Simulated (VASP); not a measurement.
**MoS2: structure and properties in VASP**

Wanted: the relaxed cell of MoS2 and its properties. The steps: full relaxation (r2SCAN + rVV10), second relaxation, single point with fields (r2SCAN + rVV10), bands along the symmetry lines (r2SCAN + rVV10), total and projected DOS (r2SCAN + rVV10) and zone-centre phonons (r2SCAN + rVV10). The start is a cell from a database of measured crystal structures.

Program: VASP 6.6.1. Level of theory: r2SCAN with rVV10; plane waves and PAW (Mo_sv, S). Results are calculated unless marked as measured.

**1. The structure**

Before any relaxation, the start is as follows. The structure is trigonal, space group R3m (No. 160). Conventional cell: a = 3.160 Å, b = 3.160 Å, c = 18.450 Å, α = 90.00°, β = 90.00°, γ = 120.00°. Nearest to Mo lie 6 S at 2.39 Å. Nearest to S lie 3 Mo at 2.39 Å. Nearest to S lie 3 Mo at 2.39 Å. Farther neighbours and most contacts between anions are not listed.

**2. Full relaxation (r2SCAN + rVV10)**

The start need not lie at this functional's minimum. ISIF = 3 frees volume, shape and positions, and EDIFFG sets the threshold on forces and stress at which the search stops. r2SCAN adds the kinetic-energy density, costs more than a GGA and is run with LASPH. LUSE_VDW switches on a nonlocal correlation term for dispersion.

Input file INCAR:

```
SYSTEM = MoS2
PREC = Accurate
ENCUT = 400
EDIFF = 1E-06
NELM = 100
ISMEAR = 0
SIGMA = 0.05
LREAL = .FALSE.
ALGO = Normal
METAGGA = R2SCAN
LUSE_VDW = .TRUE.
IVDW_NL = 2
BPARAM = 11.95
CPARAM = 0.0093
LASPH = .TRUE.
NBANDS = 19
LORBIT = 11
LWAVE = .FALSE.
LCHARG = .FALSE.
KPAR = 2
IBRION = 2
NSW = 60
ISIF = 3
EDIFFG = -0.01
```

Input file POSCAR:

```
MoS2
1.0
    1.5800000000      2.7366402759      0.0000000000
   -1.5800000000      2.7366402759      0.0000000000
    0.0000000000     -1.8244268506      6.1500000000
Mo S
1 2
Direct
    0.0000000000      0.0000000000      0.0000000000
    0.2500000000      0.2500000000      0.7500000000
    0.4170000000      0.4170000000      0.2510000000
```

Input file KPOINTS:

```
Automatic mesh
0
Gamma
7 7 7
0 0 0
```

Potentials, in the order of the species: Mo_sv and S (PBE family, release 64).

Run with:

```console
$ mpirun -np 2 vasp_std
```

What it wrote:

```text
[banner, memory and clock lines left out]
running    2 mpi-ranks, on    1 nodes
 distrk:  each k-point on    1 cores,    2 groups
 distr:  one band on    1 cores,    1 groups

 POSCAR found type information on POSCAR MoS
 POSCAR found :  2 types and       3 ions
|                                                                             |
|               ----> ADVICE to this user running VASP <----                  |
|                                                                             |
|     You have switched on vdW-DFT.                                           |
|     This routine was written and supplied by Jiri Klimes. We recommend      |
|     that you carefully read and cite the following publications:            |
|       J. Klimes, D.R. Bowler, A. Michelides                                 |
|          J. Phys.: Cond Matt. 22 022201 (2010)                              |
|       J. Klimes, D.R. Bowler, A. Michelides                                 |
|          Phys. Rev. B. 83, 195131 (2011)                                    |
|     and references therein.                                                 |
|                                                                             |

|                                                                             |
|               ----> ADVICE to this user running VASP <----                  |
|                                                                             |
|     You enforced a specific xc type in the INCAR file but a different       |
|     [... a line on the potential file left out ...]
|     I HOPE YOU KNOW WHAT YOU ARE DOING!                                     |
|                                                                             |

 LDA part: xc-table for (None), standard interpolation
 POSCAR, INCAR and KPOINTS ok, starting setup
 FFT: planning ... GRIDC
 FFT: planning ... GRID_SOFT
 FFT: planning ... GRID
 WAVECAR not read
 entering main loop
       N       E                     dE             d eps       ncg     rms          rms(c)
Total rVV10 correction in eV:      0.4607812    26.9334324
Total rVV10 correction in eV:      0.4607812    26.9334324
DAV:   1     0.121585009343E+03    0.12159E+03   -0.12097E+04  1712   0.109E+03
DAV:   2    -0.486947940039E+02   -0.17028E+03   -0.16700E+03  2186   0.298E+02
DAV:   3    -0.541189046752E+02   -0.54241E+01   -0.53862E+01  2006   0.503E+01
DAV:   4    -0.541756547369E+02   -0.56750E-01   -0.56721E-01  2124   0.558E+00
DAV:   5    -0.541763086043E+02   -0.65387E-03   -0.65384E-03  2007   0.566E-01    0.284E+01
Total rVV10 correction in eV:      0.4596718    26.9334317
Total rVV10 correction in eV:      0.4596718    26.9334317
DAV:   6    -0.446959032221E+02    0.94804E+01   -0.11026E+01  1805   0.266E+01    0.919E+00
Total rVV10 correction in eV:      0.4614688    26.9334317
Total rVV10 correction in eV:      0.4614688    26.9334317
DAV:   7    -0.445625138010E+02    0.13339E+00   -0.20398E+00  1751   0.914E+00    0.534E+00
Total rVV10 correction in eV:      0.4659963    26.9334317
Total rVV10 correction in eV:      0.4659963    26.9334317
DAV:   8    -0.445370054803E+02    0.25508E-01   -0.39013E-01  1913   0.399E+00    0.233E+00
Total rVV10 correction in eV:      0.4698035    26.9334317
Total rVV10 correction in eV:      0.4698035    26.9334317
DAV:   9    -0.445393340176E+02   -0.23285E-02   -0.35912E-02  1886   0.133E+00    0.360E-01
Total rVV10 correction in eV:      0.4703746    26.9334317
Total rVV10 correction in eV:      0.4703746    26.9334317
DAV:  10    -0.445385202768E+02    0.81374E-03   -0.60558E-03  1897   0.547E-01    0.227E-01
Total rVV10 correction in eV:      0.4707457    26.9334317
Total rVV10 correction in eV:      0.4707457    26.9334317
DAV:  11    -0.445385514031E+02   -0.31126E-04   -0.44937E-04  1905   0.143E-01    0.996E-02
Total rVV10 correction in eV:      0.4708106    26.9334317
Total rVV10 correction in eV:      0.4708106    26.9334317
DAV:  12    -0.445385436832E+02    0.77198E-05   -0.64041E-05  1944   0.562E-02    0.610E-02
Total rVV10 correction in eV:      0.4712153    26.9334317
Total rVV10 correction in eV:      0.4712153    26.9334317
DAV:  13    -0.445385609567E+02   -0.17274E-04   -0.59258E-05  1846   0.668E-02    0.101E-02
Total rVV10 correction in eV:      0.4711981    26.9334317
Total rVV10 correction in eV:      0.4711981    26.9334317
DAV:  14    -0.445385606632E+02    0.29351E-06   -0.17923E-06  1569   0.103E-02
Total rVV10 correction in eV:      0.4712234    26.9334317
Total rVV10 correction in eV:      0.4712234    26.9334317
Total rVV10 correction in eV:      0.4712176    26.9334317
Total rVV10 correction in eV:      0.4712176    26.9334317
   1 F= -.44538561E+02 E0= -.44538561E+02  d E =-.445386E+02
 curvature:   0.00 expect dE= 0.000E+00 dE for cont linesearch  0.000E+00
 trial: gam= 0.00000 g(F)=  0.153E-01 g(S)=  0.470E-01 ort = 0.000E+00 (trialstep = 0.100E+01)
 search vector abs. value=  0.623E-01
 bond charge predicted
       N       E                     dE             d eps       ncg     rms          rms(c)
Total rVV10 correction in eV:      0.4669142    26.9334317
Total rVV10 correction in eV:      0.4669142    26.9334317
DAV:   1    -0.450194835258E+02   -0.48092E+00   -0.13654E+01  1819   0.355E+01    0.728E+00
Total rVV10 correction in eV:      0.4751966    26.9334323
Total rVV10 correction in eV:      0.4751966    26.9334323
DAV:   2    -0.446933825539E+02    0.32610E+00   -0.48916E+00  1770   0.152E+01    0.315E+00
Total rVV10 correction in eV:      0.4795250    26.9334323
Total rVV10 correction in eV:      0.4795250    26.9334323
DAV:   3    -0.445053383194E+02    0.18804E+00   -0.85514E-01  1750   0.477E+00    0.129E+00
Total rVV10 correction in eV:      0.4839477    26.9334323
Total rVV10 correction in eV:      0.4839477    26.9334323
DAV:   4    -0.445026501943E+02    0.26881E-02   -0.79320E-02  1888   0.204E+00    0.322E-01
Total rVV10 correction in eV:      0.4841468    26.9334323
Total rVV10 correction in eV:      0.4841468    26.9334323
DAV:   5    -0.445024410666E+02    0.20913E-03   -0.54907E-03  2172   0.522E-01    0.214E-01
Total rVV10 correction in eV:      0.4843986    26.9334323
Total rVV10 correction in eV:      0.4843986    26.9334323
DAV:   6    -0.445024994985E+02   -0.58432E-04   -0.79720E-04  1909   0.168E-01    0.112E-01
Total rVV10 correction in eV:      0.4845790    26.9334323
Total rVV10 correction in eV:      0.4845790    26.9334323
DAV:   7    -0.445025195753E+02   -0.20077E-04   -0.98862E-05  1960   0.747E-02    0.303E-02
Total rVV10 correction in eV:      0.4846747    26.9334323
Total rVV10 correction in eV:      0.4846747    26.9334323
DAV:   8    -0.445025121495E+02    0.74258E-05   -0.22861E-05  2029   0.264E-02    0.736E-03
Total rVV10 correction in eV:      0.4846864    26.9334323
Total rVV10 correction in eV:      0.4846864    26.9334323
DAV:   9    -0.445025140769E+02   -0.19275E-05   -0.20840E-06  1720   0.856E-03    0.392E-03
Total rVV10 correction in eV:      0.4846937    26.9334323
Total rVV10 correction in eV:      0.4846937    26.9334323
DAV:  10    -0.445025141747E+02   -0.97757E-07   -0.10083E-07  1115   0.208E-03
Total rVV10 correction in eV:      0.4846988    26.9334323
Total rVV10 correction in eV:      0.4846988    26.9334323
Total rVV10 correction in eV:      0.4847000    26.9334323
Total rVV10 correction in eV:      0.4847000    26.9334323
   2 F= -.44502514E+02 E0= -.44502514E+02  d E =0.360465E-01
[... from here on, the cycles between the ionic steps are left out ...]
   3 F= -.44548008E+02 E0= -.44548008E+02  d E =-.944755E-02
   4 F= -.44548010E+02 E0= -.44548010E+02  d E =-.944919E-02
   5 F= -.44548061E+02 E0= -.44548061E+02  d E =-.515064E-04
   6 F= -.44548061E+02 E0= -.44548061E+02  d E =-.515998E-04
   7 F= -.44548089E+02 E0= -.44548089E+02  d E =-.274022E-04
   8 F= -.44548089E+02 E0= -.44548089E+02  d E =-.274247E-04
   9 F= -.44548111E+02 E0= -.44548111E+02  d E =-.218542E-04
  10 F= -.44548129E+02 E0= -.44548129E+02  d E =-.400185E-04
  11 F= -.44548162E+02 E0= -.44548162E+02  d E =-.329447E-04
  12 F= -.44548190E+02 E0= -.44548190E+02  d E =-.611291E-04
 curvature:  -1.87 expect dE=-0.469E-04 dE for cont linesearch -0.169E-05
 ZBRENT: interpolating
 opt :   1.0938  next Energy=   -44.548191 (dE=-0.625E-04)
 bond charge predicted
       N       E                     dE             d eps       ncg     rms          rms(c)
Total rVV10 correction in eV:      0.4734517    26.9334320
Total rVV10 correction in eV:      0.4734517    26.9334320
DAV:   1    -0.445482110354E+02   -0.21378E-04   -0.88252E-04  1672   0.251E-01    0.383E-02
Total rVV10 correction in eV:      0.4735049    26.9334320
Total rVV10 correction in eV:      0.4735049    26.9334320
DAV:   2    -0.445481977268E+02    0.13309E-04   -0.18731E-04  1741   0.965E-02    0.219E-02
Total rVV10 correction in eV:      0.4735287    26.9334320
Total rVV10 correction in eV:      0.4735287    26.9334320
DAV:   3    -0.445481926907E+02    0.50361E-05   -0.21153E-05  1786   0.259E-02    0.797E-03
Total rVV10 correction in eV:      0.4735525    26.9334320
Total rVV10 correction in eV:      0.4735525    26.9334320
DAV:   4    -0.445481923963E+02    0.29442E-06   -0.29183E-06  1784   0.122E-02
Total rVV10 correction in eV:      0.4735603    26.9334320
Total rVV10 correction in eV:      0.4735603    26.9334320
Total rVV10 correction in eV:      0.4735537    26.9334320
Total rVV10 correction in eV:      0.4735537    26.9334320
  13 F= -.44548192E+02 E0= -.44548192E+02  d E =-.634983E-04
 curvature:  -1.54 expect dE=-0.272E-04 dE for cont linesearch -0.147E-06
 trial: gam= 0.30495 g(F)=  0.816E-05 g(S)=  0.949E-05 ort =-0.576E-05 (trialstep = 0.495E+00)
 search vector abs. value=  0.466E-04
 reached required accuracy - stopping structural energy minimisation
```

Elapsed: 15 min, on 2 MPI ranks of AMD EPYC 7R43, shared host; peak memory 0.53 GiB; 27 min of CPU time.

Lines that name or quote the potential files are left out of all logs, and their timing lines are given in words.

Parts of OUTCAR (step 2):

```text
ion  position               nearest neighbor table
   1  0.000  0.000  0.000-   2 2.39   2 2.39   2 2.39   3 2.39   3 2.39   3 2.39
   2  0.250  0.250  0.750-   1 2.39   1 2.39   1 2.39
   3  0.417  0.417  0.251-   1 2.39   1 2.39   1 2.39

  LATTYP: Found a trigonal (rhomboedric) cell.
 ALAT       =     6.4149071181
 COS(alpha) =     0.8786713335

 Subroutine GETGRP returns: Found  6 space group operations
 (whereof  6 operations were pure point group operations)

The static configuration has the point symmetry C_3v.

 Found     44 irreducible k-points:

   k-points           NKPTS =     44   k-points in BZ     NKDIM =     44   number of bands    NBANDS=     19

   dimension x,y,z NGX =    24 NGY =   24 NGZ =   42
   dimension x,y,z NGXF=    48 NGYF=   48 NGZF=   84

   ENCUT  =  400.0 eV  29.40 Ry    5.42 a.u.   5.15  5.15 10.46*2*pi/ulx,y,z

   NELECT =      26.0000    total number of electrons

 k-points in reciprocal lattice and weights: Automatic mesh
   0.00000000  0.00000000  0.00000000       0.003
   0.14285714 -0.00000000 -0.00000000       0.017
   0.28571429  0.00000000 -0.00000000       0.017
   0.42857143  0.00000000  0.00000000       0.017
   0.14285714  0.14285714 -0.00000000       0.017
   0.28571429  0.14285714 -0.00000000       0.035
   0.42857143  0.14285714  0.00000000       0.035
  -0.42857143  0.14285714  0.00000000       0.035
  -0.28571429  0.14285714  0.00000000       0.035
[...]
0.00000000  0.00000000  0.42857143       0.006
   0.14285714 -0.00000000  0.42857143       0.017

 average (electrostatic) potential at core
       1 -80.1060       2 -87.5450       3 -87.5494

 E-fermi :   7.7761

 k-point     1 :       0.0000    0.0000    0.0000
  band No.  band energies     occupation
    ...
      9       3.8417      2.00000
     10       4.9767      2.00000
     11       4.9767      2.00000
     12       6.0462      2.00000
     13       6.1958      2.00000
     14       9.5336      0.00000
     15       9.5336      0.00000
     16       9.9110      0.00000
     17       9.9110      0.00000
     18      13.3682      0.00000
    ...

 k-point     2 :       0.1429   -0.0000   -0.0000
  band No.  band energies     occupation
    ...
      9       4.0647      2.00000
     10       4.1641      2.00000
     11       4.5234      2.00000
     12       6.0363      2.00000
     13       6.2833      2.00000
     14       9.1135      0.00000
     15       9.5629      0.00000
     16       9.6028      0.00000
     17      10.0095      0.00000
     18      14.6203      0.00000
    ...

 k-point     3 :       0.2857    0.0000   -0.0000
  band No.  band energies     occupation
    ...
      9       2.7981      2.00000
     10       3.7543      2.00000
     11       4.9249      2.00000
     12       5.4370      2.00000
     13       5.6776      2.00000
     14       8.7585      0.00000
     15       9.1564      0.00000
     16      10.3955      0.00000
     17      10.6788      0.00000
     18      15.1306      0.00000
    ...

  Total        0.0167118      0.0167118      0.0055966      0.0000000     -0.0000000      0.0000000
  in kB        0.4979296      0.4979296      0.1667516      0.0000000     -0.0000000      0.0000000
  external PRESSURE =       0.3875369 kB  Pullay stress =       0.0000000 kB

  energy-cutoff  :      400.00
  volume of cell :       53.77
      direct lattice vectors                 reciprocal lattice vectors
     1.587311372  2.749303943 -0.000000000     0.314998058  0.181864214  0.054103774
    -1.587311372  2.749303943 -0.000000000    -0.314998058  0.181864214  0.054103774
    -0.000000000 -1.832869295  6.160999661     0.000000000  0.000000000  0.162311322

 POSITION                                       TOTAL-FORCE (eV/Angst)
 -----------------------------------------------------------------------------------
     -0.00000      0.00000      0.00194         0.000000     -0.000000     -0.009330
     -0.00000      0.00000      4.60840        -0.000000      0.000000      0.000279
     -0.00000      1.83287      1.55682        -0.000000     -0.000000      0.009051
 -----------------------------------------------------------------------------------
    total drift:                                0.000000     -0.000003     -0.000284

  FREE ENERGIE OF THE ION-ELECTRON SYSTEM (eV)
  ---------------------------------------------------
  free  energy   TOTEN  =       -44.5481923963 eV

  energy  without entropy=      -44.5481923963  energy(sigma->0) =      -44.54819240

 reached required accuracy - stopping structural energy minimisation

 total charge
# of ion       s       p       d       tot
------------------------------------------
    1        2.285   6.223   3.911  12.419
    2        1.355   2.361   0.000   3.716
    3        1.355   2.361   0.000   3.717
--------------------------------------------------
tot          4.995  10.946   3.911  19.852

[... 3 further parts left out ...]
```

The gap is read on the k-mesh alone, so it is an upper bound where the band edges lie off the mesh, and a coarse mesh can show a gap where there is none. The PAW data sets were made with PBE, which is usual practice but a small mismatch for other functionals. The run keeps the 6 symmetry operations of its start, so it cannot find a distortion of lower symmetry.

Relaxation path:

| step | energy less that of the first step (eV) | largest force (eV/Å) | pressure (GPa) | volume (Å³) |
| --- | --- | --- | --- | --- |
| 1 | 0.0000 | 0.4342 | 2.94 | 53.18 |
| 2 | 0.0360 | 0.8379 | -5.87 | 55.73 |
| 3 | -0.0094 | 0.0193 | -0.02 | 53.96 |
| 4 | -0.0094 | 0.0203 | 0.00 | 53.95 |
| 5 | -0.0095 | 0.0265 | 0.00 | 53.95 |
| 6 | -0.0095 | 0.0274 | 0.01 | 53.95 |
| 7 | -0.0095 | 0.0108 | -0.11 | 53.96 |
| 8 | -0.0095 | 0.0092 | -0.12 | 53.96 |
| 9 | -0.0095 | 0.0186 | -0.08 | 53.93 |
| 10 | -0.0096 | 0.0328 | -0.01 | 53.88 |
| 11 | -0.0096 | 0.0219 | -0.01 | 53.84 |
| 12 | -0.0096 | 0.0139 | 0.03 | 53.76 |
| 13 | -0.0096 | 0.0093 | 0.04 | 53.77 |

| conventional cell, symmetrised | before | after | change |
| --- | --- | --- | --- |
| a (Å) | 3.160 | 3.175 | +0.5 % |
| b (Å) | 3.160 | 3.175 | +0.5 % |
| c (Å) | 18.450 | 18.483 | +0.2 % |
| volume (Å³/atom) | 17.73 | 17.92 | +1.1 % |

The atoms that moved most (Å, as changes of fractional coordinates times the final cell):

| atom | dx | dy | dz | length |
| --- | --- | --- | --- | --- |
| S2 | 0.000 | 0.000 | -0.012 | 0.012 |
| S3 | 0.000 | 0.000 | 0.010 | 0.010 |

The relaxed structure:

```
Mo S
1.0
     1.58731    2.74930    0.00000
    -1.58731    2.74930    0.00000
     0.00000   -1.83287    6.16100
Mo S
1 2
Cartesian
  0.0000 0.0000 0.0019
  0.0000 0.0000 4.6084
  0.0000 1.8329 1.5568
```

This step gave:

```
electrons                              : 26
bands                                  : 19
irreducible k-points                   : 44
symmetry operations                    : 6
free energy (TOTEN)                    : -44.55 eV
Fermi energy                           : 7.776 eV
pressure                               : 0.03875 GPa
metallic, judged on the points sampled : no
valence top at k                       : 0, 0, 0.4286
conduction bottom at k                 : -0.1429, 0.1429, 0
least direct gap at k                  : -0.2857, 0.2857, 0
SCF cycles over all ionic steps        : 79
gap on the k-mesh                      : 1.155 eV
least direct gap on the k-mesh         : 2.233 eV
```

It ends with a largest force of 0.009 eV/Å and a pressure of 0.04 GPa. The volume lies +1.1 % from that of the database's start.

(Part 1 of 4 ends here.)

[Lines on the potential files, build, host, timing and source positions are cut from VASP's logs without a mark.]

[Logs are printed without paths, hosts, clocks, repeated set-up lines and the standing remarks that a program may print on its own settings, such as how far it seeks lower states.]

[Hosts, paths, dates, database ids (printed as entryN), source tags and the programs' standing remarks are cut or masked in the printed files.]

[A measured line is paired with the nearest computed mode of its activity, which favours agreement.]

[In band tables of VASP the shares of atoms and orbitals are scaled to a sum of 1 inside the atoms' spheres.]
